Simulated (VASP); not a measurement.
# GW on SiC (Moissanite 3C), part 4 of 8

How does the gap of SiC (Moissanite 3C) change from the starting functional to GW? The cell is of the zinc-blende type, one of the forms listed for this formula. The start is a cell from a database of measured crystal structures.

VASP 6.6.1, plane waves and PAW; the level of theory is named at each step.

So far, quasiparticle gap on the mesh (eV): step 3 (evGW0) 2.36. Also gap on the k-mesh (eV): step 2 (empty bands, functional LDA) 1.30.

**4. evGW**

This step: evGW on LDA; plane waves and PAW (Si_GW, C_GW) (VASP 6.6.1).

The levels are updated in both G and W; wider gaps weaken the screening and open the gap further.

INCAR reads:

```
SYSTEM = SiC
PREC = Accurate
ENCUT = 440
ISMEAR = 0
SIGMA = 0.01
LREAL = .FALSE.
GGA = CA
NBANDS = 116
ALGO = EVGW
NELMGW = 4
ENCUTGW = 180
NOMEGA = 48
PRECFOCK = Fast
NBANDSGW = 12
LWAVE = .FALSE.
LCHARG = .FALSE.
```

POSCAR reads:

```
SiC
1.0
    0.0000000000      2.1790000000      2.1790000000
    2.1790000000      0.0000000000      2.1790000000
    2.1790000000      2.1790000000      0.0000000000
Si C
1 1
Direct
    0.0000000000      0.0000000000      0.0000000000
    0.7500000000      0.7500000000      0.7500000000
```

KPOINTS reads:

```
Automatic mesh
0
Gamma
6 6 6
0 0 0
```

The projector-augmented-wave data sets are Si_GW and C_GW (LDA family, release 64).

The run is started by

```console
$ mpirun -np 4 vasp_std
```

What it wrote:

```text
[banner, memory and clock lines left out]
running    4 mpi-ranks, on    1 nodes
 distrk:  each k-point on    4 cores,    1 groups
 distr:  one band on    1 cores,    4 groups

 POSCAR found type information on POSCAR SiC
 POSCAR found :  2 types and       2 ions
 [... a notice as in an earlier step ...]

 LDA part: xc-table for (Slater(with rela. corr.)+CA(PZ))
 , standard interpolation
 found WAVECAR, reading the header
 POSCAR, INCAR and KPOINTS ok, starting setup
 FFT: planning ... GRIDC
 FFT: planning ... GRID_SOFT
 FFT: planning ... GRID
 reading WAVECAR
 the WAVECAR file was read successfully
 initial charge from wavefunction
 available memory per node:    192.13 GB, setting MAXMEM to    196741

 The Fermi energy was updated, please check that it is located mid-gap
 values below the HOMO (VB) or above the LUMO (CB) will cause erroneous energies
 E-fermi :   8.3976

 calculate exact exchange contribution
 the WAVEDER file was read successfully
energies w=
    0.000    0.000    0.564    0.000    1.125    0.000    1.682    0.000
    2.233    0.000    2.775    0.000    3.309    0.000    3.832    0.000
    4.346    0.000    4.850    0.000    5.346    0.000    5.833    0.000
    6.313    0.000    6.788    0.000    7.259    0.000    7.727    0.000
    8.195    0.000    8.664    0.000    9.136    0.000    9.615    0.000
   10.101    0.000   10.599    0.000   11.111    0.000   11.639    0.000
   12.190    0.000   12.766    0.000   13.374    0.000   14.018    0.000
   14.706    0.000   15.447    0.000   16.252    0.000   17.133    0.000
   18.106    0.000   19.193    0.000   20.419    0.000   21.820    0.000
   23.440    0.000   25.345    0.000   27.620    0.000   30.394    0.000
   33.854    0.000   38.297    0.000   44.211    0.000   52.464    0.000
   64.761    0.000   84.982    0.000  124.254    0.000  232.755    0.000
 responsefunction array rank=     120
 LDA part: xc-table for (Slater(with rela. corr.)+CA(PZ))
 , standard interpolation

 min. memory requirement per mpi rank    154.9 MB, per node    619.5 MB

 allocating  12 responsefunctions rank=   120
 shmem allocating  48 responsefunctions rank=   120
 response function shared by NCSHMEM nodes    1
 Doing           12  frequencies on each core in blocks of           48
NQ=   1    0.0000    0.0000    0.0000,
|.........|.........|.........|.........|.........|.........|.........|.........
 performed        238000 updates of chi_q(r,r)
 total number of BLAS operations         24.32 Gflops
NQ=   2    0.1667    0.0000    0.0000,
|.........|.........|.........|.........|.........|.........|.........|.........
 performed        665000 updates of chi_q(r,r)
 total number of BLAS operations         70.33 Gflops
NQ=   3    0.3333    0.0000    0.0000,
|.........|.........|.........|.........|.........|.........|.........|.........
 performed       1092000 updates of chi_q(r,r)
 total number of BLAS operations        117.13 Gflops
NQ=   4    0.5000    0.0000    0.0000,
|.........|.........|.........|.........|.........|.........|.........|.........
 performed       1452000 updates of chi_q(r,r)
 total number of BLAS operations        150.78 Gflops
NQ=   5    0.1667    0.1667    0.0000,
|.........|.........|.........|.........|.........|.........|.........|.........
 performed       1879000 updates of chi_q(r,r)
 total number of BLAS operations        194.44 Gflops
NQ=   6    0.3333    0.1667    0.0000,
|.........|.........|.........|.........|.........|.........|.........|.........
 performed       2545000 updates of chi_q(r,r)
 total number of BLAS operations        264.99 Gflops
NQ=   7    0.5000    0.1667    0.0000,
|.........|.........|.........|.........|.........|.........|.........|.........
 performed       3211000 updates of chi_q(r,r)
 total number of BLAS operations        335.54 Gflops
NQ=   8   -0.3333    0.1667    0.0000,
|.........|.........|.........|.........|.........|.........|.........|.........
 performed       3877000 updates of chi_q(r,r)
 total number of BLAS operations        406.09 Gflops
NQ=   9   -0.1667    0.1667    0.0000,
|.........|.........|.........|.........|.........|.........|.........|.........
 performed       4454000 updates of chi_q(r,r)
 total number of BLAS operations        463.03 Gflops
NQ=  10    0.3333    0.3333    0.0000,
|.........|.........|.........|.........|.........|.........|.........|.........
 performed       4881000 updates of chi_q(r,r)
 total number of BLAS operations        506.69 Gflops
NQ=  11    0.5000    0.3333    0.0000,
|.........|.........|.........|.........|.........|.........|.........|.........
 performed       5547000 updates of chi_q(r,r)
 total number of BLAS operations        568.91 Gflops
NQ=  12   -0.3333    0.3333    0.0000,
|.........|.........|.........|.........|.........|.........|.........|.........
 performed       6124000 updates of chi_q(r,r)
 total number of BLAS operations        631.10 Gflops
NQ=  13    0.5000    0.5000    0.0000,
|.........|.........|.........|.........|.........|.........|.........|.........
 performed       6445000 updates of chi_q(r,r)
 total number of BLAS operations        665.72 Gflops
NQ=  14    0.5000    0.3333    0.1667,
|.........|.........|.........|.........|.........|.........|.........|.........
 performed       7195000 updates of chi_q(r,r)
 total number of BLAS operations        738.35 Gflops
NQ=  15   -0.3333    0.3333    0.1667,
|.........|.........|.........|.........|.........|.........|.........|.........
 performed       7900000 updates of chi_q(r,r)
 total number of BLAS operations        809.18 Gflops
NQ=  16   -0.3333    0.5000    0.1667,
|.........|.........|.........|.........|.........|.........|.........|.........
 performed       8480000 updates of chi_q(r,r)
 total number of BLAS operations        865.38 Gflops
 resolving degeneracies of screened two electron integrals

 calculate QP shifts <psi_nk| G(iteration)W_0 |psi_nk>: iteration 1
 allocating  12 responsefunctions rank=   120
 shmem allocating  48 responsefunctions rank=   120
 response function shared by NCSHMEM nodes    1
 Doing           12  frequencies on each core in blocks of           48
NQ=   1    0.0000    0.0000    0.0000,
|.........|.........|.........|.........|.........|.........|.........|.........
 performed        238000 updates of chi_q(r,r)
 total number of BLAS operations         24.32 Gflops
NQ=   2    0.1667    0.0000    0.0000,
|.........|.........|.........|.........|.........|.........|.........|.........
 performed        665000 updates of chi_q(r,r)
 total number of BLAS operations         70.33 Gflops
NQ=   3    0.3333    0.0000    0.0000,
|.........|.........|.........|.........|.........|.........|.........|.........
[...]
total number of BLAS operations        809.18 Gflops
NQ=  16   -0.3333    0.5000    0.1667,
|.........|.........|.........|.........|.........|.........|.........|.........
 performed       8480000 updates of chi_q(r,r)
 total number of BLAS operations        865.38 Gflops
 resolving degeneracies of screened two electron integrals

 calculate QP shifts <psi_nk| G(iteration)W_0 |psi_nk>: iteration 2
 allocating  12 responsefunctions rank=   120
 shmem allocating  48 responsefunctions rank=   120
 response function shared by NCSHMEM nodes    1
 Doing           12  frequencies on each core in blocks of           48
NQ=   1    0.0000    0.0000    0.0000,
|.........|.........|.........|.........|.........|.........|.........|.........
 performed        238000 updates of chi_q(r,r)
 total number of BLAS operations         24.32 Gflops
NQ=   2    0.1667    0.0000    0.0000,
|.........|.........|.........|.........|.........|.........|.........|.........
 performed        665000 updates of chi_q(r,r)
 total number of BLAS operations         70.33 Gflops
NQ=   3    0.3333    0.0000    0.0000,
|.........|.........|.........|.........|.........|.........|.........|.........
 performed       1092000 updates of chi_q(r,r)
 total number of BLAS operations        117.13 Gflops
NQ=   4    0.5000    0.0000    0.0000,
|.........|.........|.........|.........|.........|.........|.........|.........
 performed       1452000 updates of chi_q(r,r)
 total number of BLAS operations        150.78 Gflops
NQ=   5    0.1667    0.1667    0.0000,
|.........|.........|.........|.........|.........|.........|.........|.........
 performed       1879000 updates of chi_q(r,r)
 total number of BLAS operations        194.44 Gflops
NQ=   6    0.3333    0.1667    0.0000,
|.........|.........|.........|.........|.........|.........|.........|.........
 performed       2545000 updates of chi_q(r,r)
 total number of BLAS operations        264.99 Gflops
NQ=   7    0.5000    0.1667    0.0000,
|.........|.........|.........|.........|.........|.........|.........|.........
 performed       3211000 updates of chi_q(r,r)
 total number of BLAS operations        335.54 Gflops
NQ=   8   -0.3333    0.1667    0.0000,
|.........|.........|.........|.........|.........|.........|.........|.........
 performed       3877000 updates of chi_q(r,r)
 total number of BLAS operations        406.09 Gflops
NQ=   9   -0.1667    0.1667    0.0000,
|.........|.........|.........|.........|.........|.........|.........|.........
 performed       4454000 updates of chi_q(r,r)
 total number of BLAS operations        463.03 Gflops
NQ=  10    0.3333    0.3333    0.0000,
|.........|.........|.........|.........|.........|.........|.........|.........
 performed       4881000 updates of chi_q(r,r)
 total number of BLAS operations        506.69 Gflops
NQ=  11    0.5000    0.3333    0.0000,
|.........|.........|.........|.........|.........|.........|.........|.........
 performed       5547000 updates of chi_q(r,r)
 total number of BLAS operations        568.91 Gflops
NQ=  12   -0.3333    0.3333    0.0000,
|.........|.........|.........|.........|.........|.........|.........|.........
 performed       6124000 updates of chi_q(r,r)
 total number of BLAS operations        631.10 Gflops
NQ=  13    0.5000    0.5000    0.0000,
|.........|.........|.........|.........|.........|.........|.........|.........
 performed       6445000 updates of chi_q(r,r)
 total number of BLAS operations        665.72 Gflops
NQ=  14    0.5000    0.3333    0.1667,
|.........|.........|.........|.........|.........|.........|.........|.........
 performed       7195000 updates of chi_q(r,r)
 total number of BLAS operations        738.35 Gflops
NQ=  15   -0.3333    0.3333    0.1667,
|.........|.........|.........|.........|.........|.........|.........|.........
 performed       7900000 updates of chi_q(r,r)
 total number of BLAS operations        809.18 Gflops
NQ=  16   -0.3333    0.5000    0.1667,
|.........|.........|.........|.........|.........|.........|.........|.........
 performed       8480000 updates of chi_q(r,r)
 total number of BLAS operations        865.38 Gflops
 resolving degeneracies of screened two electron integrals

 calculate QP shifts <psi_nk| G(iteration)W_0 |psi_nk>: iteration 3
 allocating  12 responsefunctions rank=   120
 shmem allocating  48 responsefunctions rank=   120
 response function shared by NCSHMEM nodes    1
 Doing           12  frequencies on each core in blocks of           48
NQ=   1    0.0000    0.0000    0.0000,
|.........|.........|.........|.........|.........|.........|.........|.........
 performed        238000 updates of chi_q(r,r)
 total number of BLAS operations         24.32 Gflops
NQ=   2    0.1667    0.0000    0.0000,
|.........|.........|.........|.........|.........|.........|.........|.........
 performed        665000 updates of chi_q(r,r)
 total number of BLAS operations         70.33 Gflops
NQ=   3    0.3333    0.0000    0.0000,
|.........|.........|.........|.........|.........|.........|.........|.........
 performed       1092000 updates of chi_q(r,r)
 total number of BLAS operations        117.13 Gflops
NQ=   4    0.5000    0.0000    0.0000,
|.........|.........|.........|.........|.........|.........|.........|.........
 performed       1452000 updates of chi_q(r,r)
 total number of BLAS operations        150.78 Gflops
NQ=   5    0.1667    0.1667    0.0000,
|.........|.........|.........|.........|.........|.........|.........|.........
 performed       1879000 updates of chi_q(r,r)
 total number of BLAS operations        194.44 Gflops
NQ=   6    0.3333    0.1667    0.0000,
|.........|.........|.........|.........|.........|.........|.........|.........
 performed       2545000 updates of chi_q(r,r)
 total number of BLAS operations        264.99 Gflops
NQ=   7    0.5000    0.1667    0.0000,
|.........|.........|.........|.........|.........|.........|.........|.........
 performed       3211000 updates of chi_q(r,r)
 total number of BLAS operations        335.54 Gflops
NQ=   8   -0.3333    0.1667    0.0000,
|.........|.........|.........|.........|.........|.........|.........|.........
 performed       3877000 updates of chi_q(r,r)
 total number of BLAS operations        406.09 Gflops
NQ=   9   -0.1667    0.1667    0.0000,
|.........|.........|.........|.........|.........|.........|.........|.........
 performed       4454000 updates of chi_q(r,r)
 total number of BLAS operations        463.03 Gflops
NQ=  10    0.3333    0.3333    0.0000,
|.........|.........|.........|.........|.........|.........|.........|.........
 performed       4881000 updates of chi_q(r,r)
 total number of BLAS operations        506.69 Gflops
NQ=  11    0.5000    0.3333    0.0000,
|.........|.........|.........|.........|.........|.........|.........|.........
 performed       5547000 updates of chi_q(r,r)
 total number of BLAS operations        568.91 Gflops
NQ=  12   -0.3333    0.3333    0.0000,
|.........|.........|.........|.........|.........|.........|.........|.........
 performed       6124000 updates of chi_q(r,r)
 total number of BLAS operations        631.10 Gflops
NQ=  13    0.5000    0.5000    0.0000,
|.........|.........|.........|.........|.........|.........|.........|.........
 performed       6445000 updates of chi_q(r,r)
 total number of BLAS operations        665.72 Gflops
NQ=  14    0.5000    0.3333    0.1667,
|.........|.........|.........|.........|.........|.........|.........|.........
 performed       7195000 updates of chi_q(r,r)
 total number of BLAS operations        738.35 Gflops
NQ=  15   -0.3333    0.3333    0.1667,
|.........|.........|.........|.........|.........|.........|.........|.........
 performed       7900000 updates of chi_q(r,r)
 total number of BLAS operations        809.18 Gflops
NQ=  16   -0.3333    0.5000    0.1667,
|.........|.........|.........|.........|.........|.........|.........|.........
 performed       8480000 updates of chi_q(r,r)
 total number of BLAS operations        865.38 Gflops
 resolving degeneracies of screened two electron integrals

 calculate QP shifts <psi_nk| G(iteration)W_0 |psi_nk>: iteration 4
 entering main loop
```

The job ended after 11 min (4 MPI ranks of AMD EPYC 7R43, shared host; peak memory 0.71 GiB).

[end of part 4 of 8]

[Lines on the potential files, build, host, timing and source positions are cut from VASP's logs without a mark.]

[Logs are printed without paths, hosts, clocks, repeated set-up lines and the standing remarks that a program may print on its own settings, such as how far it seeks lower states.]

[Hosts, paths, dates, database ids (printed as entryN), source tags and the programs' standing remarks are cut or masked in the printed files.]

[Pressures printed for these runs are not shown converged in the cutoff: they can be off by several GPa and have the wrong sign.]
